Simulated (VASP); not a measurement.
VASP runs on Fe (bcc) share one base input (PBE GGA, plane waves, VASP's PBE PAW potentials (set 64)) and change the settings named in each case.

File KPOINTS:
```
Automatic mesh
0
Gamma
16 16 16
0 0 0
```

**INCAR**
```
SYSTEM = Fe
PREC = Accurate
ENCUT = 400
EDIFF = 1E-6
NELM = 100
ALGO = Normal
LREAL = .FALSE.
LASPH = .TRUE.
ISMEAR = 1
SIGMA = 0.1
GGA = PE
LMAXMIX = 4
ISPIN = 2
MAGMOM = 2.5
LORBIT = 10
LWAVE = .FALSE.
LCHARG = .FALSE.
ISIF = 2
```

File POSCAR:
```
Fe
1
   -1.4637000000     1.4637000000     1.4637000000
    1.4637000000    -1.4637000000     1.4637000000
    1.4637000000     1.4637000000    -1.4637000000
Fe
1
Direct
  0.0000000000   0.0000000000   0.0000000000
```

POTCAR, in this order: Fe (PBE.64 set). Program: vasp_std.

| change | electronic steps |
|---|---|
| base run | 16 |
| ALGO = Fast | 16 |
| ALGO = VeryFast | 23 |
| ALGO = All | 24 |
| ALGO = Damped | 69 |
| ALGO = Conjugate | 24 |

Left out are runs that ran out of time, are held back, or changed the cell or the kind of run, fixed moments of cells without a moment, rows past the twelfth, gaps on odd meshes, pressures of charged cells and columns that move by less than the noise.

The compound is Fe in the bcc structure. The cell was not relaxed at this level. The spin order is the one that the start imposed; others were not tried in this run.
